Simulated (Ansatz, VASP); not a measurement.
# CO2: VASP beside Ansatz, part 3 of 3

One calculation is typed for both programs; each brings its own data sets. How far apart do they land? The cell is taken from a series of runs on this material, whose earlier steps may have relaxed, scaled, displaced or heated it; both programs get it as it stands.

VASP 6.6.1 and Ansatz 0.2.0.

So far: Set-up; Ansatz: zone-centre phonons, PBEsol; VASP: zone-centre phonons, PBEsol.

## (3) VASP: zone-centre phonons, PBEsol (continued)

Level of this step: PBEsol; plane waves and PAW (C, O) (VASP).

Numbers of over 12 decimals in the logs are rounded to 6 here.

OUTCAR, selected parts (step 3):

```text
ion  position               nearest neighbor table
   1  0.750  0.250  0.500-   3 1.40   4 1.40   5 1.40   6 1.40
   2  0.000  0.000  0.000-   3 1.40   4 1.40   5 1.40   6 1.40
   3  0.710  0.125  0.085-   1 1.40   2 1.40
   4  0.040  0.625  0.915-   1 1.40   2 1.40
   5  0.375  0.290  0.415-   1 1.40   2 1.40
   6  0.875  0.960  0.585-   1 1.40   2 1.40

  LATTYP: Found a body centered tetragonal cell.
 ALAT       =     3.9439036532
 C/A-ratio  =     1.5077160876

 Subroutine GETGRP returns: Found  8 space group operations
 (whereof  4 operations were pure point group operations)

The static configuration has the point symmetry S_4 .
 The point group associated with its full space group is D_2d.

 Found     59 irreducible k-points:

   k-points           NKPTS =     59   k-points in BZ     NKDIM =     59   number of bands    NBANDS=     22

   dimension x,y,z NGX =    36 NGY =   36 NGZ =   36
   dimension x,y,z NGXF=    72 NGYF=   72 NGZF=   72

   ENCUT  =  600.0 eV  44.10 Ry    6.64 a.u.   8.14  8.14  8.14*2*pi/ulx,y,z

   NELECT =      32.0000    total number of electrons

 k-points in reciprocal lattice and weights: Automatic mesh
   0.00000000  0.00000000  0.00000000       0.002
   0.12500000  0.00000000  0.00000000       0.016
   0.25000000  0.00000000  0.00000000       0.016
   0.37500000  0.00000000  0.00000000       0.016
   0.50000000  0.00000000  0.00000000       0.008
   0.12500000  0.12500000  0.00000000       0.016
   0.25000000  0.12500000  0.00000000       0.031
   0.37500000  0.12500000  0.00000000       0.031
   0.50000000  0.12500000  0.00000000       0.031
[...]
-0.37500000 -0.37500000  0.37500000       0.004
   0.50000000  0.50000000  0.50000000       0.002

 average (electrostatic) potential at core
       1 -55.1764       2 -55.1764       3 -72.4275       4 -72.4275       5 -72.4275
       6 -72.4275

 Eigenvectors and eigenvalues of the dynamical matrix
 ----------------------------------------------------

   1 f  =   32.626295 THz   204.997059 2PiTHz 1088.296063 cm-1   134.931454 meV
             X         Y         Z           dx          dy          dz
     -0.000000  1.971952  1.486572     0.000000    0.000000    0.706241
      0.000000  0.000000  0.000000    -0.000000    0.000000   -0.706241
     -0.985976  1.322467  2.229858     0.000000    0.024735   -0.000000
      2.957928  0.649485 -0.743286    -0.000000   -0.024735   -0.000000
      0.649485  0.985976  0.743286     0.024735    0.000000    0.000000
      1.322467  0.985976  3.716429    -0.024735   -0.000000    0.000000

   2 f  =   32.390183 THz   203.513522 2PiTHz 1080.420210 cm-1   133.954973 meV
             X         Y         Z           dx          dy          dz
     -0.000000  1.971952  1.486572    -0.000000    0.000000   -0.000000
      0.000000  0.000000  0.000000    -0.000000   -0.000000    0.000000
     -0.985976  1.322467  2.229858     0.379337    0.000000   -0.325735
      2.957928  0.649485 -0.743286    -0.379337    0.000000   -0.325735
      0.649485  0.985976  0.743286     0.000000    0.379337    0.325735
      1.322467  0.985976  3.716429     0.000000   -0.379337    0.325735

   3 f  =   31.549838 THz   198.233481 2PiTHz 1052.389330 cm-1   130.479589 meV
             X         Y         Z           dx          dy          dz
     -0.000000  1.971952  1.486572     0.359341   -0.540792    0.000000
      0.000000  0.000000  0.000000     0.327933    0.560394    0.000000
     -0.985976  1.322467  2.229858    -0.021582   -0.007874   -0.040911
      2.957928  0.649485 -0.743286    -0.021582   -0.007874    0.040911
      0.649485  0.985976  0.743286    -0.276071   -0.000616    0.001167
      1.322467  0.985976  3.716429    -0.276071   -0.000616   -0.001167

   4 f  =   31.549838 THz   198.233481 2PiTHz 1052.389330 cm-1   130.479589 meV
             X         Y         Z           dx          dy          dz
     -0.000000  1.971952  1.486572    -0.540792   -0.359341    0.000000
      0.000000  0.000000  0.000000     0.560394   -0.327933   -0.000000
     -0.985976  1.322467  2.229858    -0.000616    0.276071   -0.001167
      2.957928  0.649485 -0.743286    -0.000616    0.276071    0.001167
      0.649485  0.985976  0.743286    -0.007874    0.021582   -0.040911
      1.322467  0.985976  3.716429    -0.007874    0.021582    0.040911

   5 f  =   27.179582 THz   170.774348 2PiTHz  906.613258 cm-1   112.405667 meV
             X         Y         Z           dx          dy          dz
     -0.000000  1.971952  1.486572     0.000000   -0.000000    0.398464
      0.000000  0.000000  0.000000    -0.000000   -0.000000    0.398464
     -0.985976  1.322467  2.229858     0.375259   -0.000000   -0.172609
      2.957928  0.649485 -0.743286    -0.375259   -0.000000   -0.172609
      0.649485  0.985976  0.743286     0.000000   -0.375259   -0.172609
      1.322467  0.985976  3.716429     0.000000    0.375259   -0.172609

   6 f  =   26.644077 THz   167.409671 2PiTHz  888.750733 cm-1   110.190997 meV
             X         Y         Z           dx          dy          dz
     -0.000000  1.971952  1.486572    -0.352243   -0.142610    0.000000
      0.000000  0.000000  0.000000    -0.352771    0.141297    0.000000
     -0.985976  1.322467  2.229858     0.438835   -0.000249   -0.381032
      2.957928  0.649485 -0.743286     0.438835   -0.000249    0.381032
      0.649485  0.985976  0.743286    -0.133510    0.000817    0.000709
      1.322467  0.985976  3.716429    -0.133510    0.000817   -0.000709

   7 f  =   26.644077 THz   167.409671 2PiTHz  888.750733 cm-1   110.190997 meV
             X         Y         Z           dx          dy          dz
     -0.000000  1.971952  1.486572    -0.142610    0.352243    0.000000
      0.000000  0.000000  0.000000     0.141297    0.352771    0.000000
     -0.985976  1.322467  2.229858     0.000817    0.133510   -0.000709
      2.957928  0.649485 -0.743286     0.000817    0.133510    0.000709
      0.649485  0.985976  0.743286    -0.000249   -0.438835   -0.381032
      1.322467  0.985976  3.716429    -0.000249   -0.438835    0.381032

   8 f  =   25.189857 THz   158.272542 2PiTHz  840.243199 cm-1   104.176833 meV
             X         Y         Z           dx          dy          dz
     -0.000000  1.971952  1.486572     0.338121    0.419087    0.000000
      0.000000  0.000000  0.000000     0.338120   -0.419088    0.000000
     -0.985976  1.322467  2.229858     0.097133    0.000000   -0.220463
      2.957928  0.649485 -0.743286     0.097133    0.000000    0.220463
      0.649485  0.985976  0.743286    -0.389873   -0.000000   -0.000000
      1.322467  0.985976  3.716429    -0.389873   -0.000000    0.000000

   9 f  =   25.189857 THz   158.272542 2PiTHz  840.243199 cm-1   104.176833 meV
             X         Y         Z           dx          dy          dz
     -0.000000  1.971952  1.486572     0.419087   -0.338121    0.000000
      0.000000  0.000000  0.000000    -0.419088   -0.338120    0.000000
     -0.985976  1.322467  2.229858    -0.000000    0.389873    0.000000
      2.957928  0.649485 -0.743286    -0.000000    0.389873   -0.000000
      0.649485  0.985976  0.743286     0.000000   -0.097133   -0.220463
      1.322467  0.985976  3.716429     0.000000   -0.097133    0.220463

  10 f  =   23.221548 THz   145.905291 2PiTHz  774.587472 cm-1    96.036564 meV
             X         Y         Z           dx          dy          dz
     -0.000000  1.971952  1.486572     0.000000   -0.000000    0.034981
      0.000000  0.000000  0.000000    -0.000000   -0.000000   -0.034981
     -0.985976  1.322467  2.229858     0.000000   -0.499388   -0.000000
      2.957928  0.649485 -0.743286     0.000000    0.499388    0.000000
      0.649485  0.985976  0.743286    -0.499388   -0.000000   -0.000000
      1.322467  0.985976  3.716429     0.499388   -0.000000    0.000000

  11 f  =   20.241168 THz   127.179009 2PiTHz  675.172687 cm-1    83.710707 meV
             X         Y         Z           dx          dy          dz
     -0.000000  1.971952  1.486572    -0.000000   -0.000000   -0.452554
      0.000000  0.000000  0.000000    -0.000000    0.000000   -0.452554
     -0.985976  1.322467  2.229858     0.330425    0.000000    0.196002
      2.957928  0.649485 -0.743286    -0.330425    0.000000    0.196002
      0.649485  0.985976  0.743286    -0.000000   -0.330425    0.196002
      1.322467  0.985976  3.716429     0.000000    0.330425    0.196002

  12 f  =   18.838581 THz   118.366293 2PiTHz  628.387408 cm-1    77.910074 meV
             X         Y         Z           dx          dy          dz
     -0.000000  1.971952  1.486572    -0.000000    0.000000    0.000000
      0.000000  0.000000  0.000000    -0.000000   -0.000000    0.000000
     -0.985976  1.322467  2.229858    -0.000000    0.500000   -0.000000
      2.957928  0.649485 -0.743286     0.000000   -0.500000   -0.000000
      0.649485  0.985976  0.743286    -0.500000   -0.000000    0.000000
      1.322467  0.985976  3.716429     0.500000    0.000000    0.000000

  13 f  =   15.768857 THz    99.078649 2PiTHz  525.992445 cm-1    65.214722 meV
             X         Y         Z           dx          dy          dz
     -0.000000  1.971952  1.486572    -0.000000   -0.000000   -0.000000
      0.000000  0.000000  0.000000     0.000000   -0.000000   -0.000000
     -0.985976  1.322467  2.229858     0.325735    0.000000    0.379337
      2.957928  0.649485 -0.743286    -0.325735   -0.000000    0.379337
      0.649485  0.985976  0.743286    -0.000000    0.325735   -0.379337
      1.322467  0.985976  3.716429     0.000000   -0.325735   -0.379337
    [... 43 further lines ...]
      0.649485  0.985976  0.743286     0.425115    0.031487   -0.000024
      1.322467  0.985976  3.716429     0.425115    0.031487    0.000024

 ELASTIC MODULI CONTR FROM IONIC RELAXATION (kBar)
 Direction    XX          YY          ZZ          XY          YZ          ZX
 --------------------------------------------------------------------------------
 XX       -2243.2405  -1218.8830   -930.4037     -0.0000     -0.0000      0.0000
 YY       -1218.8830  -2243.2405   -930.4037     -0.0000     -0.0000      0.0000
 ZZ        -930.4037   -930.4037   -500.0695     -0.0000     -0.0000      0.0000
 XY          -0.0000     -0.0000     -0.0000   -990.2994     -0.0000     -0.0000
 YZ          -0.0000     -0.0000     -0.0000     -0.0000  -1222.9515     -0.0000
 ZX           0.0000      0.0000      0.0000     -0.0000     -0.0000  -1207.5979
 --------------------------------------------------------------------------------
```

## (4) Comparison

Known differences besides the potentials themselves: fixed occupations in Ansatz, narrow Gaussian smearing in VASP; the cutoff is 420 eV in Ansatz and 600 eV in VASP; Ansatz makes its cores anew for this functional, VASP keeps those of its PBE data sets. Total energies have different zeros and are not compared.

Compared:

| quantity | Ansatz | VASP | difference |
| --- | --- | --- | --- |
| optical mode 1 to 2 (cm⁻¹) | 338.7 | 334.8 | +1.15 % |
| optical mode 3 (cm⁻¹) | 527.9 | 526.0 | +0.36 % |
| optical mode 4 (cm⁻¹) | 632.6 | 628.4 | +0.68 % |
| optical mode 5 (cm⁻¹) | 678.0 | 675.2 | +0.42 % |
| optical mode 6 (cm⁻¹) | 778.3 | 774.6 | +0.48 % |
| optical mode 7 to 8 (cm⁻¹) | 839.2 | 840.2 | -0.13 % |
| optical mode 9 to 10 (cm⁻¹) | 866.0 | 888.8 | -2.55 % |
| optical mode 11 (cm⁻¹) | 884.0 | 906.6 | -2.49 % |
| optical mode 12 to 13 (cm⁻¹) | 1048.9 | 1052.4 | -0.33 % |
| optical mode 14 (cm⁻¹) | 1070.7 | 1080.4 | -0.90 % |
| optical mode 15 (cm⁻¹) | 1083.0 | 1088.3 | -0.49 % |

Modes are paired by rising frequency, not by their patterns, so a pair may set unlike modes beside each other; they are those without the splitting of longitudinal modes.

## (5) Results

* r.m.s. difference of the optical zone-centre modes, each program's sorted by frequency (zone-centre phonons, PBEsol): 11 cm⁻¹
* difference in optical mode 9 to 10 (zone-centre phonons, PBEsol): -2.6 %

**Reading.** The r.m.s. difference of the optical zone-centre modes, each program's sorted by frequency is 11 cm⁻¹ (zone-centre phonons, PBEsol). Among the rows given in per cent, the largest difference of the zone-centre phonons, PBEsol pair is in optical mode 9 to 10, -2.6 %. How closely two codes agree says nothing of how well the functional describes the real material.

[Lines on the potential files, build, host, timing and source positions are cut from VASP's logs without a mark.]

[Logs are printed without paths, hosts, clocks, repeated set-up lines and the standing remarks that a program may print on its own settings, such as how far it seeks lower states.]

[Hosts, paths, dates, database ids (printed as entryN), source tags and the programs' standing remarks are cut or masked in the printed files.]
